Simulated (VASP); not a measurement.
Energy against volume of CsPbCl3 (cubic perovskite). Method: vdW-DF2, VASP's PBE PAW potentials (set 64) (plane waves; VASP).

```tsv
V (Å³/atom)	E (eV/atom)
36.475	-1.42749
37.639	-1.43689
38.803	-1.44029
39.967	-1.43870
41.131	-1.43279
```

Problem. Fit a third-order Birch-Murnaghan equation of state.

Solution. 
| Property | Result |
|---|---|
| volume per atom | 38.98 Å³/atom |
| bulk modulus | 22.6 GPa |
| pressure derivative of the bulk modulus | 4.60 |
| lattice constant a | 5.798 Å |

The compound is CsPbCl3 in the cubic perovskite structure, the ideal cubic form; the compound distorts at low or room temperature. It was relaxed first, which changed the volume by +10 %.
